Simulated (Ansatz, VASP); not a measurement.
## H6PtC2 in VASP and in Ansatz

The input INCAR:

```
  PREC = Accurate
  ENCUT = 600
  EDIFF = 1E-6
  ISMEAR = 0
  SIGMA = 0.1
  LREAL = False
  LASPH = True
  NELM = 100
  ALGO = Normal
  ISIF = 3
  LWAVE = False
  LCHARG = False
  GGA = PE
  IBRION = 2
  NSW = 90
  EDIFFG = -0.04
```

The input KPOINTS:

```
regular mesh
0
Gamma
  4 4 4
```

The input POSCAR:

```
H6PtC2
1.0
    0.0000000000      3.5346365100      3.5346365100
    3.5346365100      0.0000000000      3.5346365100
    3.5346365100      3.5346365100      0.0000000000
H Pt C
6 1 2
Direct
    0.7518000000      0.2482000000      0.2482000000
    0.2482000000      0.7518000000      0.2482000000
    0.2482000000      0.7518000000      0.7518000000
    0.7518000000      0.2482000000      0.7518000000
    0.2482000000      0.2482000000      0.7518000000
    0.7518000000      0.7518000000      0.2482000000
    0.0000000000      0.0000000000      0.0000000000
    0.2500000000      0.2500000000      0.2500000000
    0.7500000000      0.7500000000      0.7500000000
```

Input for Ansatz:

```yaml
crystal:
  lattice:
    - [0.0, 3.53463651, 3.53463651]
    - [3.53463651, 0.0, 3.53463651]
    - [3.53463651, 3.53463651, 0.0]
  atoms:
    - { symbol: H, position: [0.7518, 0.2482, 0.2482] }
    - { symbol: H, position: [0.2482, 0.7518, 0.2482] }
    - { symbol: H, position: [0.2482, 0.7518, 0.7518] }
    - { symbol: H, position: [0.7518, 0.2482, 0.7518] }
    - { symbol: H, position: [0.2482, 0.2482, 0.7518] }
    - { symbol: H, position: [0.7518, 0.7518, 0.2482] }
    - { symbol: Pt, position: [0.0, 0.0, 0.0] }
    - { symbol: C, position: [0.25, 0.25, 0.25] }
    - { symbol: C, position: [0.75, 0.75, 0.75] }
basis:
  ecutwfc: 420
kpoints:
  mp_grid: { grid: [4, 4, 4] }
hamiltonian:
  xc: pbe
scf:
  occupations: { method: gaussian, width: 0.1 }
  lower_state_search: "off"
output:
  forces: true
  stress: true
  eigenvalues: true
relax:
  adjacent_minimum: "off"
  f_tol: 0.04
  max_steps: 70
  cell: { stress_tol: 0.4 }
```

Change from the starting cell: species swapped into the K2TeBr6 type (Fm-3m, No. 225).

Alike in both runs: task relaxation of cell and atoms; functional PBE; k mesh 4 × 4 × 4; occupations gaussian, width 0.1 eV; no spin polarisation.

|  | VASP | Ansatz |
| --- | --- | --- |
| version | VASP 6.6.1 | Ansatz 0.2.0 |
| potentials or method | VASP PAW PBE potentials, release 64 (H, Pt, C) | scalar-relativistic, plane waves, PAW |
| plane-wave cutoff (eV) | 600 | 420 |
| valence electrons in the cell | 24 | 32 |

Ansatz gave:

- gap on the k mesh at the Fermi level, each at its own relaxed structure (eV): none
- relaxed volume (Å³/atom): 5.54
- relaxed cell length with the largest relative difference (Å): 4.132
- energy change over the relaxation (meV/atom): -218

Task: Which values does VASP return?

Result: gap on the k mesh at the Fermi level, each at its own relaxed structure (eV): none; relaxed volume (Å³/atom): 5.53; relaxed cell length with the largest relative difference (Å): 4.128; energy change over the relaxation (meV/atom): -220.

A gap of «none» marks a metal or a gap that the smearing closes. The two sets of potentials don't hold the same shells in valence.

Caveats: the k mesh is coarse (spacing up to 0.38 Å⁻¹), so the values aren't converged; the volume moved by over 15 % at a fixed basis, so the end points are rough (VASP). The runs have no spin-orbit coupling, so splittings on Pt are missing.
